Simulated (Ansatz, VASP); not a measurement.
# Cross-check of ZnSe (Stilleite) between VASP and Ansatz, part 2 of 2

Wanted: the spread between two codes on one cell, functional and k mesh. The cell is taken from a series of runs on this material, whose earlier steps may have relaxed, scaled, displaced or heated it; both programs get it as it stands.

VASP 6.6.1 and Ansatz 0.2.0.

So far: The structure; VASP: zone-centre phonons, LDA.

## Step 3: Ansatz: zone-centre phonons, LDA

Level of this step: Ansatz beside VASP: Kohn-Sham DFT, plane waves, LDA (Ansatz).

Ansatz runs on its PAW soft_1 files.

The same cell, functional (in two slightly different forms) and mesh now go to Ansatz, which takes its cutoff from its data sets.

The input, input.yaml:

```yaml
crystal:
  lattice:
    - [0.0, 2.7732120042, 2.8115121799]
    - [2.7732120042, 0.0, 2.8115121799]
    - [2.7732120042, 2.7732120042, 0.0]
  atoms:
    - { symbol: Zn, position: [0.0, 0.0, 0.0] }
    - { symbol: Se, position: [0.75, 0.75, 0.75] }
kpoints:
  mp_grid: { grid: [12, 12, 12] }
hamiltonian:
  xc: lda
  pseudopotentials: { kind: paw, azcp: { folder: soft_1 }, xc_functional: pbe }
scf:
  occupations: { method: fixed }
output:
  eigenvalues: true
phonons:
  method: dfpt
  dielectric: true
  rigid_motions: translations
```

On the command line:

```console
ansatz run input.yaml --threads 4 --pin off --max-ram 10240MiB --backend cpu --events-out ev --progress --plain --runs-dir out
```

Numbers of over 12 decimals in the logs are rounded to 6 here.

Log:

```text
Engine: ansatz 0.2.0, aarch64-unknown-linux-gnu
Pseudopotentials: kind: paw
Pseudopotential: Zn, paw, valence charge 12, recommended cutoff 420 eV (normal), soft_1/Zn.paw.azcp
Pseudopotential: Se, paw, valence charge 16, recommended cutoff 420 eV (normal), soft_1/Se.paw.azcp
Functional definition: SPW92
  exchange = slater_x
  correlation = pw_c
Crystal: 2 atoms, lattice volume = 43.245 Å³
Basis set: ecut = 420 eV, 869 PW (Γ), exchange–correlation on 54×54×54 points (8 copies of the dense FFT grid, shifted against one another)
Bands: 18, of which v1, the nominal top of the filled ones, is band 14 counted from 1 (13 counted from 0)
Symmetry: 8 space group operations
k-points: 868 of 1728 (irreducible under 1 space group operation, time reversal used)
Non-local potential: Zn, projectors of the file, l = 0: 2, l = 1: 2, l = 2: 3, l = 3: 1
Non-local potential: Se, projectors of the file, l = 0: 2, l = 1: 2, l = 2: 3, l = 3: 1
PAW form: soft (Blöchl's): semilocal exchange-correlation on the pseudo side does not see the compensation charge
PAW frozen core: Zn, regenerated for the run's functional, and the local potential with it (the file was generated under x = pbe(κ = 0.804, μ = 0.219515), c = pbe(β = 0.066725))
PAW frozen core: Se, regenerated for the run's functional, and the local potential with it (the file was generated under x = pbe(κ = 0.804, μ = 0.219515), c = pbe(β = 0.066725))
PAW one-centre angular grid: Zn, 590 points (default); XC on 64 Gauss nodes
PAW one-centre angular grid: Se, 590 points (default); XC on 64 Gauss nodes
Initial density: superposition of atomic densities (chi_scale 0.1, normalization cell, long waves kept (reshape's long-wave potential 0.00 eV rms))
Initial wavefunctions: pseudopotential atomic-orbital guess
Functional: x = slater, c = lda
SCF iter   1: F=—  HF=-8631.206060 eV  |F-HF|=—  |Δ(HF+E_count)|=         —  Δρ=5.96e-2  dr2=9.84e-1  ethr=3.10e-3  ⟨swp⟩=4.3  Hψ=74820  notcnv=0  defer=1378
preconditioner: auto → none  [insulator: Δε(μ)=1.203 eV  Ē_g=13.010 eV  n_scr=14 (ndim 8)  ℏωp=24.0 eV  f_vac=0.035  ε∞_Penn≈4.4]
SCF iter   2: F=—  HF=-8630.954136 eV  |F-HF|=—  |Δ(HF+E_count)|=   2.52e-1  Δρ=2.69e-2  dr2=1.92e-1  ethr=3.10e-3  ⟨swp⟩=3.0  Hψ=34434  notcnv=0  defer=1615
SCF iter   3: F=—  HF=-8630.868516 eV  |F-HF|=—  |Δ(HF+E_count)|=   8.56e-2  Δρ=1.17e-2  dr2=3.11e-2  ethr=6.84e-4  ⟨swp⟩=2.0  Hψ=31240  notcnv=0  defer=1656
SCF iter   4: F=—  HF=-8630.860425 eV  |F-HF|=—  |Δ(HF+E_count)|=   8.09e-3  Δρ=2.76e-3  dr2=1.79e-3  ethr=1.11e-4  ⟨swp⟩=2.2  Hψ=31416  notcnv=0  defer=1698
SCF iter   5: F=—  HF=-8630.860724 eV  |F-HF|=—  |Δ(HF+E_count)|=   3.00e-4  Δρ=9.99e-4  dr2=2.98e-4  ethr=6.41e-6  ⟨swp⟩=2.1  Hψ=25392  notcnv=0  defer=1735
SCF iter   6: F=—  HF=-8630.860774 eV  |F-HF|=—  |Δ(HF+E_count)|=   4.96e-5  Δρ=6.23e-5  dr2=1.16e-6  ethr=1.07e-6  ⟨swp⟩=2.0  Hψ=29513  notcnv=0  defer=1731
SCF iter   7: F=—  HF=-8630.860772 eV  |F-HF|=—  |Δ(HF+E_count)|=   1.70e-6  Δρ=2.18e-5  dr2=2.13e-7  ethr=4.14e-9  ⟨swp⟩=2.0  Hψ=27778  notcnv=0  defer=224
SCF iter   8: F=—  HF=-8630.860772 eV  |F-HF|=—  |Δ(HF+E_count)|=   8.88e-8  Δρ=8.09e-6  dr2=1.43e-8  ethr=7.61e-10  ⟨swp⟩=2.0  Hψ=27303  notcnv=0  defer=228
SCF iter   9: F=—  HF=-8630.860772 eV  |F-HF|=—  |Δ(HF+E_count)|=   3.28e-9  Δρ=7.05e-7  dr2=1.21e-10  ethr=5.12e-11  ⟨swp⟩=2.2  Hψ=22827  notcnv=0  defer=216
SCF iter  10: F=-8630.860772 eV  HF=-8630.860772 eV  |F-HF|=0.00e0  |Δ(HF+E_count)|=  6.00e-11  Δρ=6.14e-8  dr2=5.25e-13  ethr=1.00e-12  ⟨swp⟩=8.0  Hψ=99039  notcnv=0
SCF 1 converged in 10 iterations: F = -8630.860772 eV  dr2 = 5.25e-13
  greatest PAW one-centre occupation: 1.000 electrons in one spin orbital (limit 2), on the Se atom at site 1 (counted from 0), in its partial waves of l = 2
NSCF: frozen V_eff on 3 k-points
DFPT response loops at Γ: preconditioner auto → none (the input reference at scf.mixing.eps_inf says where Resta's filter doesn't serve); β = 0.50; Broyden in place of MSR1
── the response to a field inside a basis, on 14×14×14 k-points: an SCF that follows is theirs, and a resumed run solves both again ──
Bands: 15, of which v1, the nominal top of the filled ones, is band 14 counted from 1 (13 counted from 0)
k-points: 735
Initial density: handed on by an earlier stage of this run
Initial wavefunctions: pseudopotential atomic-orbital guess (no wavefunctions were taken with the density)
Eigensolver: Dense (735 Hₖ)
SCF iter   1: F=—  HF=-8630.859927 eV  |F-HF|=—  |Δ(HF+E_count)|=         —  Δρ=1.41e-4  dr2=2.73e-6  ethr=1.00e-1
preconditioner: auto → none  [insulator: Δε(μ)=1.306 eV  Ē_g=9.685 eV  n_scr=14 (ndim 8)  ℏωp=24.0 eV  f_vac=0.091  ε∞_Penn≈7.1]
SCF iter   2: F=—  HF=-8630.859925 eV  |F-HF|=—  |Δ(HF+E_count)|=   1.54e-6  Δρ=1.56e-4  dr2=4.55e-6  ethr=9.76e-9
SCF iter   3: F=—  HF=-8630.859927 eV  |F-HF|=—  |Δ(HF+E_count)|=   1.39e-6  Δρ=1.13e-4  dr2=3.20e-6  ethr=9.76e-9
SCF iter   4: F=-8630.859925 eV  HF=-8630.859925 eV  |F-HF|=1.79e-8  |Δ(HF+E_count)|=   1.71e-6  Δρ=1.09e-5  dr2=2.71e-8  ethr=9.76e-9
SCF 1 converged in 4 iterations: F = -8630.859925 eV  dr2 = 2.71e-8
DFPT response loops at Γ: mixed as the last ones told, above
WARN: field response: ε∞ stands inside a basis, on 14×14×14 points; the force constants stand on the 12×12×12 k-mesh, whose period is 12.02 times the interband length at k = (0.0000, 0.0000, 0.0000), direct gap 1.218 eV, under 14: take them and everything formed from them as unconverged, and compare with a denser kpoints.mp_grid
SCF converged after 10 iterations
Free energy (F): -8630.860772 eV
Harris-Foulkes:  -8630.860772 eV  (|F-HF|=0.00e0)
Internal energy: -8630.860772 eV  (E = F + TS)
E sigma→0 (E₀):  -8630.860772 eV
Fermi energy:    6.940622 eV
--- Per-component energies (eV) ---
  E_band       = -385.319480
  E_kinetic    = 260.605712
  E_local      = -4772.150692  (includes V_loc(G=0)·N_el)
  E_nonlocal   = 471.757264
  E_hartree    = 2207.151822
  E_xc         = -163.104524
  E_vxc        = -142.973012  (∫ρ·V_xc dr)
  E_paw        = -3871.111964  (= ΣΔE_a)
  E_vpaw       = -616.861765  (= ΣTr[D̂ρ^β])
  E_aug_tail   = -0.000637  (compensation charges beyond the density's cutoff)
  E_ewald      = -2767.782255
  E_core_change = 3.774503  (= ΣΔE_core)
  E_smearing   = -0.000000  (= −TS)
  E_closure    = 0.000000  (closes the sum)
  Σ components = -8630.860772   (vs F -8630.860772, Δ=0.00e0)
--- Band table (eV; the first three rows and the last of 868) ---
  k-point 0: bands = [... 10 lower, 0.4769, 6.8859, 6.9406, 6.9406, 8.1585, 12.6200, 12.6200, 12.6251]
  k-point 1: bands = [... 10 lower, 0.4758, 6.1167, 6.8234, 6.8635, 8.8050, 12.5521, 12.7525, 12.7552]
  k-point 2: bands = [... 10 lower, 0.4740, 4.8857, 6.6169, 6.6679, 9.4512, 12.7132, 13.0501, 13.0596]
  k-point 867: bands = [... 10 lower, 0.6519, 1.2956, 5.9280, 6.0139, 9.3624, 13.1592, 13.2712, 15.3934]
--- Phonons (Γ-DFPT): 4 representative perturbations + reference, on 868 of 1728 k-points (Σ response iterations 13) ---
  k mesh reduced under 1 symmetry operation, with k and −k counted as one. Each operation leaves every solved perturbation unchanged. A smaller set is not considered because the run solves the response to a homogeneous field
  ASR residual: 8.687e-5 → 0.000e0 eV/Å²; symmetrization residual: 8.664e-6 eV/Å²
  ASR residual per site (eV/Å²): 8.69e-5 5.21e-5
  Γ frequencies (cm⁻¹): 0.00 0.00 0.00 216.46 216.46 217.63
  ε∞ (high-frequency dielectric tensor):
        7.500483     0.000000     0.000000
        0.000000     7.500483     0.000000
        0.000000     0.000000     7.551099
  ε⁰ (static dielectric tensor: ions relaxed, cell fixed):
       10.105244     0.000000     0.000000
        0.000000    10.105244     0.000000
        0.000000     0.000000    10.240823
  ε⁰ − ε∞ (ionic part):
        2.604761     0.000000     0.000000
        0.000000     2.604761     0.000000
        0.000000     0.000000     2.689724
  softest optical mode at Γ: 216.46 cm⁻¹; the repairs (sum rule, projections) moved no ω² at Γ by more than (0.76 cm⁻¹)²
  Born effective charges Z* (e; rows j = field, columns β = displacement):
    site 0:
         1.95865    0.00000    0.00000
         0.00000    1.95865   -0.00000
         0.00000    0.00000    2.00115
    site 1:
        -1.95865    0.00000    0.00000
         0.00000   -1.95865    0.00000
         0.00000   -0.00000   -2.00115
  Z* charge neutrality: 3.593e-4 e pre-enforcement
  solved inside a basis spanned on kpoints, on 14×14×14 k-points transformed towards the longest dipole: ε∞ is read to err by 2.0e-2, Z* by 1.7e-2 e (field_mesh: kpoints solves on kpoints); Z* is corrected for what the basis lacks
  optical modes at Γ without the LO–TO term, one row a degenerate level:
      ω (cm⁻¹)  modes    IR ((D/Å)²/amu)
        216.46      2             4.9490
        217.63      1             2.5830
  optical modes at Γ + LO–TO along q̂ = [1.0000, 0.0000, 0.0000]:
      ω (cm⁻¹)  modes    IR ((D/Å)²/amu)
        216.46      1             2.4745
        217.63      1             2.5830
        251.25      1             2.4745
  optical modes at Γ + LO–TO along q̂ = [0.0000, 1.0000, 0.0000]:
      ω (cm⁻¹)  modes    IR ((D/Å)²/amu)
        216.46      1             2.4745
        217.63      1             2.5830
        251.25      1             2.4745
  optical modes at Γ + LO–TO along q̂ = [0.0000, 0.0000, 1.0000]:
      ω (cm⁻¹)  modes    IR ((D/Å)²/amu)
        216.46      2             4.9490
        253.45      1             2.5830
```

## Step 4: Comparison

Known differences besides the potentials themselves: the two LDA forms differ slightly; fixed occupations in Ansatz, narrow Gaussian smearing in VASP; VASP's response is taken on the typed mesh, Ansatz refines its own for the field response alone; the data sets hold 28 valence electrons in Ansatz (on its PAW soft_1 files) and 18 in VASP; the cutoff is 420 eV in Ansatz and 500 eV in VASP; VASP's log shows a relativistic correction to its local exchange, Ansatz's none. Total energies have different zeros and are not compared.

Compared:

```tsv
quantity	Ansatz	VASP	difference
ε∞ xx	7.50	7.52	-0.29 %
ε∞ yy	7.50	7.52	-0.29 %
ε∞ zz	7.55	7.56	-0.10 %
Born charge of Zn1 (mean of the diagonal) (e)	1.97	1.97	0.00
Born charge of Se2 (mean of the diagonal) (e)	-1.97	-1.97	0.00
optical mode 1 to 2 (cm⁻¹)	216.5	218.2	-0.79 %
optical mode 3 (cm⁻¹)	217.6	219.4	-0.82 %
```

Modes are paired by rising frequency, not by their patterns, so a pair may set unlike modes beside each other; they are those without the splitting of longitudinal modes.

## Step 5: Results

| Quantity | Value |
| --- | --- |
| r.m.s. difference of the optical zone-centre modes, each program's sorted by frequency (zone-centre phonons, LDA) | 1.7 cm⁻¹ |
| difference in optical mode 3 (zone-centre phonons, LDA) | -0.8 % |

In words: The r.m.s. difference of the optical zone-centre modes, each program's sorted by frequency is 1.7 cm⁻¹ (zone-centre phonons, LDA). The data sets hold unlike numbers of valence electrons (28 in Ansatz and 18 in VASP), so part of the differences comes from the potentials. Among the rows given in per cent, the largest difference of the zone-centre phonons, LDA pair is in optical mode 3, -0.8 %. How closely two codes agree says nothing of how well the functional describes the real material.

[Lines on the potential files, build, host, timing and source positions are cut from VASP's logs without a mark.]

[Logs are printed without paths, hosts, clocks, repeated set-up lines and the standing remarks that a program may print on its own settings, such as how far it seeks lower states.]

[Hosts, paths, dates, database ids (printed as entryN), source tags and the programs' standing remarks are cut or masked in the printed files.]
